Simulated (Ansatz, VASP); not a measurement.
# LuAs in two plane-wave programs, part 2 of 2

Wanted: the spread between two codes on one cell, functional and k mesh. The cell is taken from a series of runs on this material, whose earlier steps may have relaxed, scaled, displaced or heated it; both programs get it as it stands.

VASP 6.6.1 and Ansatz 0.2.0.

So far. Step 3 (VASP: relaxation of cell and atoms, PBEsol): The data set Lu_3 holds the 4f electrons frozen in the core, so no f bands or f moments appear.

## (5) VASP: zone-centre phonons, PBEsol

Level of this step: PBEsol, 4f electrons in the core; plane waves and PAW (Lu_3, As) (VASP).

Second derivatives magnify differences that forces hide, and they need a tight electronic threshold.

INCAR

```
SYSTEM = LuAs
PREC = Accurate
ENCUT = 500
EDIFF = 1E-08
NELM = 120
ISMEAR = 1
SIGMA = 0.2
LREAL = .FALSE.
ALGO = Normal
GGA = PS
NBANDS = 13
LORBIT = 11
LWAVE = .FALSE.
LCHARG = .FALSE.
ISIF = 2
IBRION = 8
LASPH = .TRUE.
GGA_COMPAT = .FALSE.
KPAR = 2
```

POSCAR

```
LuAs
1.0
    0.0000000000      2.8047057303      2.8047057303
    2.8047057303      0.0000000000      2.8047057303
    2.8047057303      2.8047057303      0.0000000000
Lu As
1 1
Direct
    0.5000000000      0.5000000000      0.5000000000
    0.0000000000      0.0000000000      0.0000000000
```

KPOINTS

```
Automatic mesh
0
Gamma
12 12 12
0 0 0
```

Potentials, in the order of the species: Lu_3 and As (PBE family, release 64).

Launch:

```sh
$ mpirun -np 2 vasp_std
```

Numbers of over 12 decimals in the logs are rounded to 6 here.

What it wrote:

```text
[banner, memory and clock lines left out]
running    2 mpi-ranks, on    1 nodes
[...]
[... a notice as in an earlier step ...]

 LDA part: xc-table for (Slater+PW92), standard interpolation
 POSCAR, INCAR and KPOINTS ok, starting setup
[...]
entering main loop
       N       E                     dE             d eps       ncg     rms          rms(c)
DAV:   1     0.319215573089E+02    0.31922E+02   -0.63604E+03  2813   0.113E+03
DAV:   2    -0.116757378261E+02   -0.43597E+02   -0.40970E+02  3188   0.399E+02
DAV:   3    -0.132435963100E+02   -0.15679E+01   -0.15553E+01  2666   0.484E+01
DAV:   4    -0.132531184069E+02   -0.95221E-02   -0.94954E-02  3091   0.250E+00
[...]
DAV:  12    -0.129789453284E+02    0.87852E-06   -0.19575E-06  3172   0.217E-02    0.204E-03
DAV:  13    -0.129789453132E+02    0.15148E-07   -0.12272E-07  2742   0.322E-03    0.375E-04
DAV:  14    -0.129789453187E+02   -0.55347E-08   -0.25316E-09  1081   0.473E-04
   1 F= -.12978945E+02 E0= -.12979110E+02  d E =0.495416E-03
[...]
RMM:  12    -0.986480392266E-01   -0.13977E-07    0.58849E-10 10882   0.469E-05    0.484E-06
RMM:  13    -0.986480561532E-01   -0.16927E-07    0.39565E-09 10974   0.206E-05    0.187E-06
RMM:  14    -0.986480590104E-01   -0.28572E-08   -0.29095E-10 10580   0.115E-05    0.105E-06
 first order change of Fermi-energy   0.15103E-03
 force on displaced ion       1 direction 1 :  -5.947   0.000   0.000
 Linear response progress:
  Degree of freedom:   2/  2
       N       E                     dE             d eps       ncg     rms          rms(c)
RMM:   1    -0.531197227187E-01   -0.53120E-01   -0.36041E-02  8214   0.118E+01
RMM:   2    -0.456857884785E-01    0.74339E-02   -0.72268E-03  8083   0.963E-01    0.156E-01
RMM:   3    -0.462202471082E-01   -0.53446E-03   -0.14017E-03  9041   0.276E-01    0.949E-02
RMM:   4    -0.467554286374E-01   -0.53518E-03   -0.14618E-04  8847   0.112E-01    0.133E-02
[...]
RMM:  10    -0.467911372636E-01   -0.14752E-06   -0.11899E-09  9428   0.131E-04    0.161E-05
RMM:  11    -0.467910860885E-01    0.51175E-07    0.18064E-12  9125   0.569E-05    0.562E-06
RMM:  12    -0.467910802464E-01    0.58422E-08   -0.46157E-11  9106   0.288E-05    0.102E-06
 first order change of Fermi-energy   0.18946E-03
 force on displaced ion       2 direction 1 :  -5.950   0.000   0.000
 Linear response finished
```

OUTCAR, selected parts (step 5):

```text
  Total        0.1334189      0.1334189      0.1334189      0.0000000      0.0000000     -0.0000000
  in kB        4.8443547      4.8443547      4.8443547      0.0000000      0.0000000     -0.0000000
  external PRESSURE =       4.8443547 kB  Pullay stress =       0.0000000 kB

 POSITION                                       TOTAL-FORCE (eV/Angst)
 -----------------------------------------------------------------------------------
      2.80471      2.80471      2.80471        -0.000000     -0.000000     -0.000000
      0.00000      0.00000      0.00000         0.000000      0.000000      0.000000
 -----------------------------------------------------------------------------------
    total drift:                                0.000000     -0.000000      0.000000

[... 1 part as in an earlier step ...]

[... 1 further part left out ...]
```

## (6) Ansatz: zone-centre phonons, PBEsol

The same cell, functional, mesh and smearing now go to Ansatz, which takes its cutoff from its data sets.

The cell is taken from a series of runs on this material, whose earlier steps may have relaxed, scaled, displaced or heated it; both programs get it as it stands.

input.yaml

```yaml
crystal:
  lattice:
    - [0.0, 2.8047057303, 2.8047057303]
    - [2.8047057303, 0.0, 2.8047057303]
    - [2.8047057303, 2.8047057303, 0.0]
  atoms:
    - { symbol: Lu, position: [0.5, 0.5, 0.5] }
    - { symbol: As, position: [0.0, 0.0, 0.0] }
kpoints:
  mp_grid: { grid: [12, 12, 12] }
hamiltonian:
  xc: pbesol
  pseudopotentials: { kind: paw, azcp: { folder: soft_1 }, xc_functional: pbe }
scf:
  occupations: { method: methfessel_paxton, width: 0.2 }
output:
  eigenvalues: true
phonons:
  method: dfpt
```

Launch:

```sh
$ ansatz run input.yaml --threads 4 --pin off --max-ram 10240MiB --backend cpu --events-out ev --progress --plain --runs-dir out
```

What it wrote:

```text
[...]
Crystal: 2 atoms, lattice volume = 44.126 Å³
Basis set: ecut = 420 eV, 869 PW (Γ), exchange–correlation on 54×54×54 points (8 copies of the dense FFT grid, shifted against one another)
Bands: 24, of which v1, the nominal top of the filled ones, is band 20 counted from 1 (19 counted from 0)
Symmetry: 48 space group operations
k-points: 163 of 1728 (irreducible under 8 space group operations, time reversal used)
[...]
k mesh reduced under 8 symmetry operations, with k and −k counted as one. Each operation leaves every solved perturbation unchanged. A smaller set is not used because it would not reduce the number of displacements times k-points to solve
  ASR residual: 1.254e-5 → 0.000e0 eV/Å²; symmetrization residual: 7.545e-6 eV/Å²
  ASR residual per site (eV/Å²): 1.25e-5 7.41e-6
  Γ frequencies (cm⁻¹): 0.00 0.00 0.00 175.60 175.60 175.60
  non-analytic LO–TO correction: not included (Born effective charges unavailable; polar crystals: no LO–TO splitting at Γ)
[key lines of the parts left out:]
SCF converged after 11 iterations
Free energy (F): -19428.068117 eV
Fermi energy:    13.633460 eV
```

## (7) Comparison

What differs besides the data sets and the points named for the pairs above, as far as they apply: the data sets hold 40 valence electrons in Ansatz (on its PAW soft_1 files) and 14 in VASP. Total energies have different zeros and are not compared.

Both answers:

| quantity | Ansatz | VASP | difference |
| --- | --- | --- | --- |
| optical mode 1 to 3 (cm⁻¹) | 175.6 | 175.6 | +0.00 % |

Modes are paired by rising frequency, not by their patterns, so a pair may set unlike modes beside each other; they are those without the splitting of longitudinal modes.

## (8) Summary of results

| Quantity | Value |
| --- | --- |
| difference in volume (relaxation of cell and atoms, PBEsol) | -0.53 % |
| r.m.s. difference of the optical zone-centre modes, each program's sorted by frequency (zone-centre phonons, PBEsol) | 0.0078 cm⁻¹ |

**Reading.** The difference in volume is -0.53 % (relaxation of cell and atoms, PBEsol), within the 1.2 % picked in this series as the mark of a large difference, as far as the stopping tolerances let one tell. The data sets hold unlike numbers of valence electrons (40 in Ansatz and 14 in VASP), so part of the differences comes from the potentials. Such differences can come from data sets, numerical settings and the points named under the comparisons, not from the functional's error against experiment.

[Lines on the potential files, build, host, timing and source positions are cut from VASP's logs without a mark.]

[Logs are printed without paths, hosts, clocks, repeated set-up lines and the standing remarks that a program may print on its own settings, such as how far it seeks lower states.]

[Hosts, paths, dates, database ids (printed as entryN), source tags and the programs' standing remarks are cut or masked in the printed files.]
